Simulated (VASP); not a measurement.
Data:

```
MoS2
1.0
    1.55340    -2.69056     0.00000
    1.55340     2.69056     0.00000
    0.00000     0.00000    11.54513
Mo S
2 4
Cartesian
  1.55340   0.89686   2.88628
  1.55340  -0.89686   8.65885
  1.55340   0.89686  10.22644
  1.55340  -0.89686   4.45388
  1.55340  -0.89686   1.31869
  1.55340   0.89686   7.09125
```

Level of theory: PBE GGA, VASP's PBE PAW potentials (set 64) (plane waves; VASP 6.6.1). Numerical set-up: 500 eV cut-off, 8×8×2 Γ-centred mesh, Gaussian smearing of 0.050 eV, potentials Mo_sv S.

Energy and stress use the plane-wave basis of the starting cell. Without a dispersion term in the relaxation, distances and binding between the weakly bound layers, chains or molecules are unreliable, and so is what depends on them.

Question: The ions, cell shape and volume at an external pressure of 20.0 GPa are relaxed. What does this cell relax into?

Answer: 
```
MoS2
1.0
    1.52219    -2.63652     0.00000
    1.52219     2.63652     0.00000
    0.00000     0.00000    11.12100
Mo S
2 4
Direct
  0.33333   0.66667   0.25000
  0.66667   0.33333   0.75000
  0.33333   0.66667   0.89151
  0.66667   0.33333   0.39151
  0.66667   0.33333   0.10849
  0.33333   0.66667   0.60849
```
Space group P6_3/mmc (194), at a tolerance of 0.03 Å.

Question: How do energy and volume change from the first to the last step?

Answer: The energy (σ→0) changes by +110.3 meV/atom and the volume by -7.5 %, in 11 ionic steps.

The compound is MoS2 in the 2H layered structure. This run relaxes it under an external pressure of 20 GPa. Symmetry was kept, so distortions that lower it aren't found.
